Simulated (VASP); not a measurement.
VASP ran on this input.

### POSCAR
```
Ta2N
9.739680
  0.3196059829   0.0000000000   0.0000000000
 -0.1598029915   0.2767869170   0.0000000000
  0.0000000000   0.0000000000   0.5000000000
Ta N
2 1
direct
  0.6639710000   0.3295920000   0.7635440000
  0.3291340000   0.6658850000   0.2277350000
  0.0068940000   0.0045220000   0.0087210000
```

**KPOINTS**
```
kpoints
0
Gamma
10 10 6
0 0 0
```

### INCAR
```
! general
SYSTEM  = Ta2N
PREC    = Accurate
ENCUT   = 400
LREAL   = .FALSE.
LASPH   = .TRUE.

! electronic loop
EDIFF   = 1E-6
NELM    = 100
ALGO    = Normal
LMAXMIX = 6

! smearing
ISMEAR  = 1
SIGMA   = 0.1

! ions
ISIF    = 2

! output
LWAVE   = .FALSE.
LCHARG  = .FALSE.
```

POTCAR, in this order: Ta_pv N (LDA.64 set). Program: vasp_std.

### Question
Write an equivalent input for Quantum ESPRESSO's pw.x.

### Answer
One equivalent input (not run):
```
&CONTROL
  calculation = 'scf'
  pseudo_dir = './pseudo'
  outdir = './out'
  tprnfor = .true.
  tstress = .true.
/
&SYSTEM
  ibrav = 0
  nat = 3
  ntyp = 2
  ecutwfc = 84
  occupations = 'smearing'
  smearing = 'methfessel-paxton'
  degauss = 0.00735
  input_dft = 'pz'
/
&ELECTRONS
  conv_thr = 7.3e-08
  electron_maxstep = 100
/
ATOMIC_SPECIES
  Ta 180.948 Ta.upf
  N 14.007 N.upf
CELL_PARAMETERS angstrom
     3.1128600    0.0000000    0.0000000
    -1.5564300    2.6958160    0.0000000
     0.0000000    0.0000000    4.8698400
ATOMIC_POSITIONS crystal
  Ta   0.6639710  0.3295920  0.7635440
  Ta   0.3291340  0.6658850  0.2277350
  N    0.0068940  0.0045220  0.0087210
K_POINTS automatic
  10 10 6 0 0 0
```
Limits of the translation: the potentials are each code's own (VASP's PAW set, PseudoDojo norm-conserving files in pw.x), so ENCUT and ecutwfc are chosen apart and not converted; conv_thr bounds pw.x's estimated SCF error, while EDIFF bounds the energy change between steps.

The structure comes from a computed database's Ta2N entry; how it stands against other phases isn't given here. The cell was not relaxed at this level, atoms are displaced from their ideal sites.
